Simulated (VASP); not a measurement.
An input for Ansatz (written as the equivalent of a VASP run, and not itself run):

Ansatz 0.2 input:
```yaml
crystal:
  lattice:
    - [0.0000000, 2.3900000, 2.3900000]
    - [2.3900000, 0.0000000, 2.3900000]
    - [2.3900000, 2.3900000, 0.0000000]
  atoms:
    - { symbol: B, position: [0.0000000, 0.0000000, 0.0000000] }
    - { symbol: As, position: [0.2500000, 0.2500000, 0.2500000] }
kpoints:
  mp_grid: { grid: [10, 10, 10] }
hamiltonian:
  xc: r2scan
  dispersion: rvv10
  pseudopotentials: { kind: paw }
scf:
  occupations: { method: gaussian, width: 0.05 }
  max_iter: 100
output: { forces: true, stress: true, eigenvalues: true }
```

**Question.** Translate this input to VASP (INCAR, KPOINTS, POSCAR, choice of POTCAR).

**Answer.** One answer among several that fit: 
KPOINTS:
```
Automatic mesh
0
Gamma
10 10 10
0 0 0
```

**INCAR**
```
ALGO=Normal
BPARAM=11.95
CPARAM=0.0093
EDIFF=1E-7
ENCUT=520
ISIF=2
ISMEAR=0
LASPH=.True.
LCHARG=.False.
LMAXMIX=4
LMIXTAU=.True.
LREAL=.False.
LUSE_VDW=.True.
LWAVE=.False.
METAGGA=R2SCAN
NELM=100
PREC=Accurate
SIGMA=0.05
SYSTEM=BAs
```

POSCAR:
```
BAs
1
    0.0000000000     2.3900000000     2.3900000000
    2.3900000000     0.0000000000     2.3900000000
    2.3900000000     2.3900000000     0.0000000000
B As
1 1
Direct
  0.0000000000   0.0000000000   0.0000000000
  0.2500000000   0.2500000000   0.2500000000
```

POTCAR, in this order: B As (PBE.64 set). Program: vasp_std.

What does not carry over: each code has its own PAW files, so the cut-off isn't converted (ENCUT is set for VASP's; basis.ecutwfc is left out, and Ansatz then takes the one that its files recommend); Ansatz stops its SCF on the density residual and VASP on the energy change (EDIFF).

The compound is BAs in the zinc blende structure. The cell was not relaxed at this level.
